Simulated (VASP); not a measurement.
Level of theory: PBE GGA, VASP's PBE PAW potentials (set 64) (plane waves; VASP).

The input files of a VASP run:

File KPOINTS:
```
kpoints
0
Gamma
18 18 18
0 0 0
```

**POSCAR**
```
Fe
1
   -1.4446856861     1.4446856861     1.4446856861
    1.4446856861    -1.4446856861     1.4446856861
    1.4446856861     1.4446856861    -1.4446856861
Fe
1
Direct
  0.0000000000   0.0000000000   0.0000000000
```

### INCAR
```
LASPH  =  .TRUE.   # aspherical one-centre terms
LORBIT  =  10
LCHARG  =  .FALSE.
LWAVE  =  .FALSE.
ALGO  =  Normal   # blocked Davidson
ISMEAR  =  1   # Methfessel-Paxton
NELM  =  100   # most electronic steps
LREAL  =  .FALSE.
ISPIN  =  2
PREC  =  Accurate
SYSTEM  =  Fe
ISIF  =  2
EDIFF  =  1E-7
SIGMA  =  0.1
MAGMOM  =  2.2
GGA  =  PE
ENCUT  =  520   # plane-wave cut-off (eV)
LMAXMIX  =  4   # l cut-off of mixed one-centre charges
```

POTCAR, in this order: Fe (PBE.64 set). Program: vasp_std.

### Question
What will the output report for the number of irreducible k-points (NKPTS), largest plane-wave count, number of space-group operations, FFT grid (NGX, NGY, NGZ)?

### Answer

```
Item                                          Result
--------------------------------------  ------------
number of irreducible k-points (NKPTS)           195
largest plane-wave count                         338
number of space-group operations                  48
FFT grid (NGX, NGY, NGZ)                20 × 20 × 20
```

The compound is Fe in the bcc structure. This cell is one point of a volume scan, at 1.06 of the reference volume.
